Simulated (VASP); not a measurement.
Given:

```yaml
crystal:
  lattice:
    - [4.40460, 0.00000, 0.00000]
    - [-2.20230, 3.81449, 0.00000]
    - [0.00000, 0.00000, 7.18145]
  atoms:
    - { symbol: Ca, position: [0.00000, 0.00000, 0.00000] }
    - { symbol: Cd, position: [0.33333, 0.66667, 0.63355] }
    - { symbol: Cd, position: [0.66667, 0.33333, 0.36645] }
    - { symbol: As, position: [0.33333, 0.66667, 0.23641] }
    - { symbol: As, position: [0.66667, 0.33333, 0.76359] }
```

Method: r2SCAN meta-GGA, VASP's PBE PAW potentials (set 64) (plane waves; VASP). Settings: 400 eV cut-off, 5×5×3 Γ-centred mesh, Gaussian smearing of 0.050 eV, potentials Ca_sv Cd As.

Task: What does the run give for the energy per atom (σ→0)?

Result: 
energy per atom (σ→0): -16.061 eV/atom

The structure comes from a computed database's CaCd2As2 entry (P-3m1); how it stands against other phases isn't given here. It was relaxed first. The start is the result of an earlier pass.
